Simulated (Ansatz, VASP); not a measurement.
## Cross-check of BP between VASP and Ansatz

Wanted: the spread between two codes on one cell, functional and k mesh. The cell is taken from a series of runs on this material, whose earlier steps may have relaxed, scaled, displaced or heated it; both programs get it as it stands.

Method: plane waves, with VASP 6.6.1 beside it; single point at RPBE, in Ansatz 0.2.0.

## (1) The structure

The structure is cubic, space group F-43m (No. 216). Conventional cell: a = 4.538 Å, b = 4.538 Å, c = 4.538 Å, α = 90.00°, β = 90.00°, γ = 90.00°. B has 4 P at 1.97 Å nearest. Nearest to P lie 4 B at 1.97 Å. Farther neighbours are not listed.

Coordinates:

```
B P
1.0
     0.00000    2.26900    2.26900
     2.26900    0.00000    2.26900
     2.26900    2.26900    0.00000
B P
1 1
Direct
  0.00000 0.00000 0.00000
  0.25000 0.25000 0.25000
```

## (2) VASP: single point, RPBE

With cell and atoms fixed, the geometry can't cause a difference; cores, projectors, grids and the points listed under the comparison can.

Lines of VASP's logs that name or quote its potential files are left out, and so is its time.

INCAR

```
SYSTEM = BP
PREC = Accurate
ENCUT = 500
EDIFF = 1E-06
NELM = 120
ISMEAR = 0
SIGMA = 0.1
LREAL = .FALSE.
ALGO = Normal
GGA = RP
NBANDS = 10
LORBIT = 11
LWAVE = .FALSE.
LCHARG = .FALSE.
ISIF = 2
LASPH = .TRUE.
GGA_COMPAT = .FALSE.
EFERMI = MIDGAP
```

POSCAR

```
BP
1.0
    0.0000000000      2.2690000000      2.2690000000
    2.2690000000      0.0000000000      2.2690000000
    2.2690000000      2.2690000000      0.0000000000
B P
1 1
Direct
    0.0000000000      0.0000000000      0.0000000000
    0.2500000000      0.2500000000      0.2500000000
```

KPOINTS

```
Automatic mesh
0
Gamma
6 6 6
0 0 0
```

PAW data sets: B and P (PBE family, release 64).

Run with:

```console
> mpirun -np 1 vasp_std
```

Numbers of over 12 decimals in the logs are rounded to 6 here.

Output:

```text
[banner, memory and clock lines left out]
running    1 mpi-ranks, on    1 nodes
 distrk:  each k-point on    1 cores,    1 groups
 distr:  one band on    1 cores,    1 groups

 POSCAR found type information on POSCAR B P
 POSCAR found :  2 types and       2 ions
|                                                                             |
|               ----> ADVICE to this user running VASP <----                  |
|                                                                             |
|     You enforced a specific xc type in the INCAR file but a different       |
|     [... a line on the potential file left out ...]
|     I HOPE YOU KNOW WHAT YOU ARE DOING!                                     |
|                                                                             |

 LDA part: xc-table for (Slater+PW92), standard interpolation
 POSCAR, INCAR and KPOINTS ok, starting setup
 FFT: planning ... GRIDC
 FFT: planning ... GRID_SOFT
 FFT: planning ... GRID
 WAVECAR not read
 entering main loop
       N       E                     dE             d eps       ncg     rms          rms(c)
DAV:   1     0.715191462543E+01    0.71519E+01   -0.38163E+03   320   0.683E+02
DAV:   2    -0.124553622001E+02   -0.19607E+02   -0.18212E+02   436   0.105E+02
DAV:   3    -0.129081993850E+02   -0.45284E+00   -0.45200E+00   394   0.145E+01
DAV:   4    -0.129100428921E+02   -0.18435E-02   -0.18430E-02   398   0.102E+00
DAV:   5    -0.129100523504E+02   -0.94583E-05   -0.94582E-05   378   0.694E-02    0.800E+00
DAV:   6    -0.123378688001E+02    0.57218E+00   -0.13317E+00   358   0.536E+00    0.442E+00
DAV:   7    -0.122554764368E+02    0.82392E-01   -0.24710E-01   412   0.264E+00    0.140E+00
DAV:   8    -0.122507995688E+02    0.46769E-02   -0.26354E-02   370   0.102E+00    0.186E-01
DAV:   9    -0.122514593850E+02   -0.65982E-03   -0.84616E-04   362   0.206E-01    0.841E-02
DAV:  10    -0.122518179796E+02   -0.35859E-03   -0.51114E-04   384   0.154E-01    0.281E-02
DAV:  11    -0.122518348954E+02   -0.16916E-04   -0.23527E-05   404   0.355E-02    0.248E-02
DAV:  12    -0.122518374436E+02   -0.25483E-05   -0.44385E-06   378   0.149E-02    0.659E-03
DAV:  13    -0.122518373925E+02    0.51103E-07   -0.51777E-08   186   0.177E-03
   1 F= -.12251837E+02 E0= -.12251837E+02  d E =-.104855E-21
```

Parts of OUTCAR (step 2):

```text
ion  position               nearest neighbor table
   1  0.000  0.000  0.000-   2 1.97   2 1.97   2 1.97   2 1.97
   2  0.250  0.250  0.250-   1 1.97   1 1.97   1 1.97   1 1.97

  LATTYP: Found a face centered cubic cell.
 ALAT       =     4.5380000000

 Subroutine GETGRP returns: Found 24 space group operations
 (whereof 24 operations were pure point group operations)

The static configuration has the point symmetry T_d .

 Found     16 irreducible k-points:

   k-points           NKPTS =     16   k-points in BZ     NKDIM =     16   number of bands    NBANDS=     10

   dimension x,y,z NGX =    24 NGY =   24 NGZ =   24
   dimension x,y,z NGXF=    48 NGYF=   48 NGZF=   48

   ENCUT  =  500.0 eV  36.75 Ry    6.06 a.u.   5.85  5.85  5.85*2*pi/ulx,y,z

   NELECT =       8.0000    total number of electrons

 k-points in reciprocal lattice and weights: Automatic mesh
   0.00000000  0.00000000  0.00000000       0.005
   0.16666667  0.00000000  0.00000000       0.037
   0.33333333  0.00000000  0.00000000       0.037
   0.50000000  0.00000000  0.00000000       0.019
   0.16666667  0.16666667  0.00000000       0.028
   0.33333333  0.16666667  0.00000000       0.111
   0.50000000  0.16666667  0.00000000       0.111
  -0.33333333  0.16666667  0.00000000       0.111
  -0.16666667  0.16666667  0.00000000       0.056
[...]
-0.33333333  0.33333333  0.16666667       0.111
  -0.33333333  0.50000000  0.16666667       0.056

 average (electrostatic) potential at core
       1 -24.8655       2 -81.3421

 E-fermi :   8.1917

 k-point     1 :       0.0000    0.0000    0.0000
  band No.  band energies     occupation
      1      -7.9525      2.00000
      2       7.5272      2.00000
      3       7.5272      2.00000
      4       7.5272      2.00000
      5      10.9179      0.00000
      6      10.9179      0.00000
      7      10.9179      0.00000
      8      14.9428      0.00000
      9      19.1907      0.00000
    ...

 k-point     2 :       0.1667    0.0000    0.0000
  band No.  band energies     occupation
      1      -7.4544      2.00000
      2       4.6832      2.00000
      3       6.8599      2.00000
      4       6.8599      2.00000
      5      11.5562      0.00000
      6      11.8261      0.00000
      7      11.8261      0.00000
      8      16.2404      0.00000
      9      18.4110      0.00000
    ...

 k-point     3 :       0.3333    0.0000    0.0000
  band No.  band energies     occupation
      1      -6.0369      2.00000
      2       0.7861      2.00000
      3       6.0553      2.00000
      4       6.0553      2.00000
      5      11.4346      0.00000
      6      12.3752      0.00000
      7      12.3752      0.00000
      8      17.7227      0.00000
      9      19.3784      0.00000
    ...

  Total        0.5312789      0.5312789      0.5312789      0.0000000      0.0000000     -0.0000000
  in kB       36.4333960     36.4333960     36.4333960      0.0000000      0.0000000     -0.0000000
  external PRESSURE =      36.4333960 kB  Pullay stress =       0.0000000 kB

  energy-cutoff  :      500.00
  volume of cell :       23.36
      direct lattice vectors                 reciprocal lattice vectors
     0.000000000  2.269000000  2.269000000    -0.220361393  0.220361393  0.220361393
     2.269000000  0.000000000  2.269000000     0.220361393 -0.220361393  0.220361393
     2.269000000  2.269000000  0.000000000     0.220361393  0.220361393 -0.220361393

 POSITION                                       TOTAL-FORCE (eV/Angst)
 -----------------------------------------------------------------------------------
      0.00000      0.00000      0.00000         0.000000      0.000000     -0.000000
      1.13450      1.13450      1.13450        -0.000000     -0.000000      0.000000
 -----------------------------------------------------------------------------------
    total drift:                                0.000000      0.000000      0.000000

  FREE ENERGIE OF THE ION-ELECTRON SYSTEM (eV)
  ---------------------------------------------------
  free  energy   TOTEN  =       -12.2518373925 eV

  energy  without entropy=      -12.2518373925  energy(sigma->0) =      -12.25183739

 total charge
# of ion       s       p       d       tot
------------------------------------------
    1        0.672   1.276   0.000   1.947
    2        0.993   1.583   0.000   2.576
--------------------------------------------------
tot          1.664   2.859   0.000   4.523

[... 3 further parts left out ...]
```

The run ends at a pressure of 3.64 GPa.

## (3) Ansatz: single point, RPBE

Ansatz runs on its default PAW (the set named soft_2) files.

The same cell, functional, mesh and smearing now go to Ansatz, which takes its cutoff from its data sets.

input.yaml

```yaml
crystal:
  lattice:
    - [0.0, 2.269, 2.269]
    - [2.269, 0.0, 2.269]
    - [2.269, 2.269, 0.0]
  atoms:
    - { symbol: B, position: [0.0, 0.0, 0.0] }
    - { symbol: P, position: [0.25, 0.25, 0.25] }
kpoints:
  mp_grid: { grid: [6, 6, 6] }
hamiltonian:
  xc: rpbe
scf:
  occupations: { method: gaussian, width: 0.1 }
output:
  forces: true
  stress: true
  eigenvalues: true
```

Run with:

```console
> ansatz run input.yaml --threads 2 --pin off --max-ram 5120MiB --backend cpu --events-out ev --progress --plain --runs-dir out
```

Output:

```text
Engine: ansatz 0.2.0, aarch64-unknown-linux-gnu
Pseudopotentials: kind: paw
Pseudopotential: B, paw, valence charge 3, recommended cutoff 420 eV (normal), B.paw.azcp
Pseudopotential: P, paw, valence charge 5, recommended cutoff 420 eV (normal), P.paw.azcp
Functional definition: RPBE
  parameter kappa = 0.804
  parameter beta = 0.066725
  exchange = rpbe_x(kappa = kappa, mu = beta*pi^2/3)
  correlation = pbe_c(beta = beta)
Crystal: 2 atoms, lattice volume = 23.363 Å³
Basis set: ecut = 420 eV, 459 PW (Γ), exchange–correlation on 48×48×48 points (8 copies of the dense FFT grid, shifted against one another)
Bands: 8, of which v1, the nominal top of the filled ones, is band 4 counted from 1 (3 counted from 0)
Symmetry: 24 space group operations
Space group: F-43m (ITA 216), of the structure as read, at distance tolerance 2.9e-5 Å
k-points: 16 of 216 (time reversal used)
Non-local potential: B, projectors of the file, l = 0: 2, l = 1: 2, l = 2: 1
Non-local potential: P, projectors of the file, l = 0: 2, l = 1: 2, l = 2: 2
PAW form: soft (Blöchl's): semilocal exchange-correlation on the pseudo side does not see the compensation charge
PAW frozen core: B, regenerated for the run's functional, and the local potential with it (the file was generated under x = pbe(κ = 0.804, μ = 0.219515), c = pbe(β = 0.066725))
PAW frozen core: P, regenerated for the run's functional, and the local potential with it (the file was generated under x = pbe(κ = 0.804, μ = 0.219515), c = pbe(β = 0.066725))
PAW one-centre angular grid: B, 110 points (default); XC on 64 Gauss nodes
PAW one-centre angular grid: P, 110 points (default); XC on 64 Gauss nodes
Initial density: superposition of atomic densities (neutral atoms: chi_scale 0, normalization atom), corrected by the library's trained network
Initial wavefunctions: pseudopotential atomic-orbital guess
Functional: x = rpbe, c = pbe(β = 0.066725)
SCF iter   1: F=—  HF=-916.732341 eV  |F-HF|=—  |Δ(HF+E_count)|=         —  Δρ=2.60e-3  dr2=8.94e-4  ethr=1.77e-3  ⟨swp⟩=6.1  Hψ=1153  notcnv=0
preconditioner: auto → none  [insulator: Δε(μ)=1.332 eV  Ē_g=12.845 eV  σ=0.100 eV  W_gap=1.00  n_scr=0 (ndim 8)  ℏωp=21.7 eV  f_vac=0.000  D(μ)=0.00/eV (n_scr^D=0)  ε∞_Penn≈3.9]
SCF iter   2: F=—  HF=-916.732366 eV  |F-HF|=—  |Δ(HF+E_count)|=   2.57e-5  Δρ=1.29e-3  dr2=2.55e-4  ethr=1.12e-5  ⟨swp⟩=2.6  Hψ=307  notcnv=0
SCF iter   3: F=—  HF=-916.732362 eV  |F-HF|=—  |Δ(HF+E_count)|=   4.43e-6  Δρ=5.27e-4  dr2=2.91e-5  ethr=3.19e-6  ⟨swp⟩=2.2  Hψ=194  notcnv=0
SCF iter   4: F=—  HF=-916.732384 eV  |F-HF|=—  |Δ(HF+E_count)|=   2.20e-5  Δρ=1.13e-4  dr2=3.11e-6  ethr=3.63e-7  ⟨swp⟩=2.8  Hψ=200  notcnv=0
SCF iter   5: F=—  HF=-916.732385 eV  |F-HF|=—  |Δ(HF+E_count)|=   6.10e-7  Δρ=2.53e-5  dr2=1.93e-7  ethr=3.89e-8  ⟨swp⟩=2.0  Hψ=186  notcnv=0
SCF iter   6: F=-916.732385 eV  HF=-916.732385 eV  |F-HF|=7.68e-10  |Δ(HF+E_count)|=   2.65e-8  Δρ=2.92e-6  dr2=2.39e-9  ethr=1.25e-9  ⟨swp⟩=5.6  Hψ=652  notcnv=0
SCF 1 converged in 6 iterations: F = -916.732385 eV  dr2 = 2.39e-9
  greatest PAW one-centre occupation: 0.774 electrons in one spin orbital (limit 2), on the P atom at site 1 (counted from 0), in its partial waves of l = 0
SCF converged after 6 iterations
Free energy (F): -916.732385 eV
Harris-Foulkes:  -916.732385 eV  (|F-HF|=7.68e-10)
Internal energy: -916.732385 eV  (E = F + TS)
E sigma→0 (E₀):  -916.732385 eV
Fermi energy:    10.038828 eV
--- Per-component energies (eV) ---
  E_band       = 22.889681
  E_kinetic    = 121.653329
  E_local      = -66.868959  (includes V_loc(G=0)·N_el)
  E_nonlocal   = 44.001853
  E_hartree    = 17.074540
  E_xc         = -94.976442
  E_vxc        = -100.530579  (∫ρ·V_xc dr)
  E_paw        = -652.084063  (= ΣΔE_a)
  E_vpaw       = -9.514937  (= ΣTr[D̂ρ^β])
  E_aug_tail   = 0.000001  (compensation charges beyond the density's cutoff)
  E_ewald      = -285.491518
  E_core_change = -0.041125  (= ΣΔE_core)
  E_smearing   = -0.000000  (= −TS)
  E_closure    = -0.000000  (closes the sum)
  Σ components = -916.732385   (vs F -916.732385, Δ=0.00e0)
--- Forces (eV/Å), atoms counted from 1 ---
  atom   1  B      0.00000000     0.00000000     0.00000000
  atom   2  P     -0.00000000     0.00000000    -0.00000000
  max |Σ_I F_I| component: 1.85e-16 eV/Å
--- Stress (GPa, compression-positive) ---
        4.098136      -0.000000      -0.000000
        0.000000       4.098136       0.000000
       -0.000000       0.000000       4.098136
  P = ⅓ Tr σ = 4.0981 GPa (40.981 kbar)
--- Band table (eV; the first three rows and the last of 16) ---
  k-point 0: bands = ["-6.1157", "9.3659", "9.3659", "9.3659", "12.7678", "12.7678", "12.7678", "16.7783"]
  k-point 1: bands = ["-5.6179", "6.5224", "8.6983", "8.6983", "13.4020", "13.6743", "13.6743", "18.0764"]
  k-point 2: bands = ["-4.2005", "2.6226", "7.8919", "7.8919", "13.2800", "14.2236", "14.2236", "19.5585"]
  k-point 15: bands = ["-1.0470", "1.0950", "4.0618", "4.1910", "13.2128", "13.8522", "18.4874", "19.1756"]
```

In the SCF lines HF is the Harris–Foulkes energy and dr2 the Hartree energy of the density residual, in eV; the loop may stop once dr2 is under the threshold and the program's other checks hold. Hψ counts applications of the Hamiltonian.

The run ends at a pressure of 4.10 GPa.

## (4) Differences

Known differences besides the potentials themselves: the cutoff is 420 eV in Ansatz and 500 eV in VASP; Ansatz makes its cores anew for this functional, VASP keeps those of its PBE data sets. Total energies have different zeros and are not compared.

Both answers:

```csv
quantity,Ansatz,VASP,difference
pressure (GPa),4.10,3.64,+0.45
gap on the k mesh (eV),1.346,1.329,+0.017
```

A gap on the mesh is an upper bound, since the band edges may lie between its points.

## (5) Results

- difference in gap on the k mesh (single point, RPBE): 0.017 eV

What this shows: The difference in gap on the k mesh is 0.017 eV (single point, RPBE), within the 0.08 eV picked in this series as the mark of a large difference. Such differences can come from data sets, numerical settings and the points named under the comparisons, not from the functional's error against experiment.

[Lines on the potential files, build, host, timing and source positions are cut from VASP's logs without a mark.]

[Logs are printed without paths, hosts, clocks, repeated set-up lines and the standing remarks that a program may print on its own settings, such as how far it seeks lower states.]

[Hosts, paths, dates, database ids (printed as entryN), source tags and the programs' standing remarks are cut or masked in the printed files.]
